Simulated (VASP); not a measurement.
Calculation: rev-vdW-DF2, VASP's PBE PAW potentials (set 64) (plane waves; VASP).

VASP ran on this input.

INCAR:
```
SYSTEM = AgCl
PREC = Accurate; ENCUT = 520; LREAL = .FALSE.
LASPH = .TRUE.
EDIFF = 1E-7; NELM = 100; ALGO = Normal
LMAXMIX = 4
ISMEAR = 0; SIGMA = 0.05
GGA = MK; LUSE_VDW = .TRUE.; AGGAC = 0.0
PARAM1 = 0.1234568; PARAM2 = 0.7114; ZAB_VDW = -1.8867
ISIF = 2
LWAVE = .FALSE.; LCHARG = .FALSE.
```

### KPOINTS
```
Automatic mesh
0
Gamma
8 8 8
0 0 0
```

File POSCAR:
```
AgCl
1
    0.0000000000     2.7339328169     2.7339328169
    2.7339328169     0.0000000000     2.7339328169
    2.7339328169     2.7339328169     0.0000000000
Ag Cl
1 1
Direct
  0.0000000000   0.0000000000   1.0000000000
  0.5000000000   0.5000000000   0.5000000000
```

POTCAR, in this order: Ag Cl (PBE.64 set). Program: vasp_std.

Output

OSZICAR:
```
       N       E                     dE             d eps       ncg     rms          rms(c)
DAV:   1     0.107532794726E+03    0.10753E+03   -0.89115E+03   778   0.126E+03
DAV:   2     0.289784793482E+01   -0.10463E+03   -0.98691E+02   879   0.257E+02
DAV:   3    -0.141501439021E+01   -0.43129E+01   -0.42963E+01   879   0.564E+01
DAV:   4    -0.144837693816E+01   -0.33363E-01   -0.33358E-01   854   0.552E+00
DAV:   5    -0.144885136109E+01   -0.47442E-03   -0.47442E-03   914   0.658E-01    0.704E+00
DAV:   6    -0.127652267165E+01    0.17233E+00   -0.35252E-01   828   0.841E+00    0.459E+00
DAV:   7    -0.127372419647E+01    0.27985E-02   -0.96616E-02   754   0.250E+00    0.214E+00
DAV:   8    -0.127258556093E+01    0.11386E-02   -0.49947E-03   809   0.900E-01    0.275E-01
DAV:   9    -0.127257077298E+01    0.14788E-04   -0.61920E-04   844   0.367E-01    0.303E-02
DAV:  10    -0.127260323906E+01   -0.32466E-04   -0.56664E-05   774   0.830E-02    0.220E-02
DAV:  11    -0.127260617079E+01   -0.29317E-05   -0.30886E-06   804   0.186E-02    0.325E-03
DAV:  12    -0.127260616993E+01    0.85697E-09   -0.26876E-07   825   0.728E-03
   1 F= -.12726062E+01 E0= -.12726062E+01  d E =-.203797E-11
```

File OUTCAR:
```
------------------------ aborting loop because EDIFF is reached ----------------------------------------
  FORCE on cell =-STRESS in cart. coord.  units (eV):
  Direction    XX          YY          ZZ          XY          YZ          ZX
  --------------------------------------------------------------------------------------
  Total        0.4120006      0.4120006      0.4120006     -0.0000000     -0.0000000     -0.0000000
  in kB       16.1515756     16.1515756     16.1515756     -0.0000000     -0.0000000     -0.0000000
  external PRESSURE =      16.1515756 kB  Pullay stress =       0.0000000 kB
  volume of cell :       40.87
      direct lattice vectors                 reciprocal lattice vectors
     0.000000000  2.733932817  2.733932817    -0.182886718  0.182886718  0.182886718
     2.733932817  0.000000000  2.733932817     0.182886718 -0.182886718  0.182886718
     2.733932817  2.733932817  0.000000000     0.182886718  0.182886718 -0.182886718
  FREE ENERGIE OF THE ION-ELECTRON SYSTEM (eV)
  ---------------------------------------------------
  free  energy   TOTEN  =        -1.2726061699 eV

  energy  without entropy=       -1.2726061699  energy(sigma->0) =       -1.27260617
```
(Selected blocks of OUTCAR.)

The compound is AgCl in the rock salt structure. This cell is one point of a volume scan, at 0.97 of the reference volume.
